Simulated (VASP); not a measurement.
VASP input:

### INCAR
```
SYSTEM  =  Re
PREC  =  Accurate
LORBIT  =  11   ! lm-projected
LASPH  =  .TRUE.
GGA  =  RP   ! RPBE
LWAVE  =  .FALSE.
ALGO  =  Normal   ! blocked Davidson
LREAL  =  .FALSE.
NELM  =  100   ! most electronic steps
NEDOS  =  601
LCHARG  =  .TRUE.
ENCUT  =  520   ! plane-wave cut-off (eV)
ISMEAR  =  -5   ! tetrahedra, Bloechl
LMAXMIX  =  6
ISIF  =  2   ! forces and stress, cell fixed
EDIFF  =  1E-7
```

### KPOINTS
```
Automatic mesh
0
Gamma
17 17 9
0 0 0
```

File POSCAR:
```
Re
4.4958910
  0.3095828508  -0.5362132007   0.0000000000
  0.3095828508   0.5362132007   0.0000000000
  0.0000000000   0.0000000000   1.0000001059
Re
2
Direct
  0.3333330000   0.6666670000   0.2500000000
  0.6666670000   0.3333330000   0.7500000000
```

POTCAR, in this order: Re (PBE.64 set). Program: vasp_std.

**Question.** Translate this RPBE calculation to Quantum ESPRESSO's pw.x.

**Answer.** One equivalent input (not run):
```
&CONTROL
  calculation = 'scf'
  pseudo_dir = './pseudo'
  outdir = './out'
  tprnfor = .true.
  tstress = .true.
/
&SYSTEM
  ibrav = 0
  nat = 2
  ntyp = 1
  ecutwfc = 72
  occupations = 'tetrahedra'
  input_dft = 'rpbe'
/
&ELECTRONS
  conv_thr = 7.3e-09
  electron_maxstep = 100
/
ATOMIC_SPECIES
  Re 186.207 Re.upf
CELL_PARAMETERS angstrom
     1.3918508   -2.4107561   -0.0000000
     1.3918508    2.4107561    0.0000000
     0.0000000   -0.0000000    4.4958915
ATOMIC_POSITIONS crystal
  Re   0.3333330  0.6666670  0.2500000
  Re   0.6666670  0.3333330  0.7500000
K_POINTS automatic
  17 17 9 0 0 0
```
Limits of the translation: the potentials are each code's own (VASP's PAW set, PseudoDojo norm-conserving files in pw.x), so ENCUT and ecutwfc are chosen apart and not converted; conv_thr bounds pw.x's estimated SCF error, while EDIFF bounds the energy change between steps.

The compound is Re in the hcp structure. It was relaxed first.
